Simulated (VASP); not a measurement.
Here is a VASP 6.6.1 calculation.

File INCAR:

```
PREC = Accurate
ENCUT = 520
EDIFF = 1E-6
ISMEAR = 0
SIGMA = 0.1
LREAL = F
LASPH = T
NELM = 80
ALGO = Normal
ISIF = 2
LWAVE = F
LCHARG = F
GGA = PE
NBANDS = 22
```

File KPOINTS:

```
Automatic mesh
0
Gamma
  8 8 8
```

POSCAR

```
La2Mg3
1.0
    5.6837688922      0.0000000000      0.0000000000
    0.0000000000      5.6837688922      0.0000000000
    0.0000000000      0.0000000000      5.6837688922
La Mg
2 3
Direct
    0.0000000000      0.0000000000      0.0000000000
    0.5000000000      0.5000000000      0.5000000000
    0.0000000000      0.5000000000      0.5000000000
    0.5000000000      0.0000000000      0.5000000000
    0.5000000000      0.5000000000      0.0000000000
```

Potentials or basis: VASP PAW PBE potentials, release 64 (La, Mg).

Launch:

```sh
$ cat potpaw_PBE.64/La/POTCAR potpaw_PBE.64/Mg/POTCAR > POTCAR
$ mpirun -np 1 vasp_std > vasp.out
```

(1) Estimate the pressure.

(2) Estimate the band gap on the k mesh.

Answers

(1) 0.0 GPa.

(2) none (metal or under the smearing width).
